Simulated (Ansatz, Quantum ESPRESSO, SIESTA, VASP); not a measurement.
# Code comparison for CaSnF6 (Fm-3m, 8 atoms in the cell)

Self-consistent single point.

```yaml
crystal:
  lattice:
    - [0.00000, 4.21892, 4.21892]
    - [4.21892, 0.00000, 4.21892]
    - [4.21892, 4.21892, 0.00000]
  atoms:
    - { symbol: Ca, position: [0.00000, 0.00000, 0.00000] }
    - { symbol: Sn, position: [0.50000, 0.50000, 0.50000] }
    - { symbol: F, position: [0.73394, 0.73394, 0.26606] }
    - { symbol: F, position: [0.26606, 0.26606, 0.73394] }
    - { symbol: F, position: [0.26606, 0.73394, 0.73394] }
    - { symbol: F, position: [0.73394, 0.26606, 0.26606] }
    - { symbol: F, position: [0.73394, 0.26606, 0.73394] }
    - { symbol: F, position: [0.26606, 0.73394, 0.26606] }
```

Shared settings, as Ansatz (a program for electronic structure) writes them: kpoints.mp_grid.grid = 5 5 5; magnetization.spin_orbit = true; scf.occupations.method = fermi_dirac; scf.occupations.width = 0.0037 Ry. Potentials and cutoffs stand in the table.

```
code                                                                                                                                                                         model  pressure (GPa)  largest force (eV/Å)  gap on the mesh (eV)       cutoff
----------------  ----------------------------------------------------------------------------------------------------------------------------------------------------------------  --------------  --------------------  --------------------  -----------
Quantum ESPRESSO                                                              PBEsol, spin-orbit coupling, PseudoDojo fully relativistic norm-conserving (PBESOL) pseudopotentials           -0.11                 0.096                 5.634        85 Ry
Ansatz                                                                                                                    PBEsol with spin-orbit coupling, PAW files made with PBE           -0.41                 0.069                 5.655      default
VASP                                                                                                               PBEsol, spin-orbit coupling, VASP's PBE PAW potentials (set 64)           -6.84                 0.139                 5.649       400 eV
SIESTA            GGA PBEsol with spin-orbit coupling, numerical atomic orbitals TZP, PseudoDojo PBEsol fully relativistic norm-conserving potentials (rewritten from UPF to PSML)               –                 0.067                 5.242  grid 350 Ry
```

A dash marks a value that a program does not give, or that is left out as unsure.

Gaps are read on the mesh.

The spread over the programs that give each value: pressure within 6.73 GPa; largest force within 0.072 eV/Å; gap on the mesh within 0.413 eV.

SIESTA uses small atom-centred bases, whose incompleteness enters pressures, forces and empty levels differently from a plane-wave cutoff. Ansatz's pressure is given at a fixed set of plane waves, as the other plane-wave codes print theirs; with its correction for the finite basis it is -0.12 GPa (the shift of 0.29 GPa shows how far the cutoff is from converged). In the pressure, VASP (by 6.43) lies more than 1 GPa from the median of the plane-wave programs. In the gap, SIESTA (by 0.407) lies more than 0.12 eV from the median of the plane-wave programs. In the force vectors, SIESTA (by 0.162) lies more than 0.08 eV/Å from the median of the plane-wave programs.

VASP's run is marked for a possible Pulay error in its stress at this cutoff; no cutoff test was made.

The starting cell comes from a database of computed structures (which also holds hypothetical and non-ambient phases and stackings), without a prior relaxation at this level.

Keys are those of Ansatz 0.2.
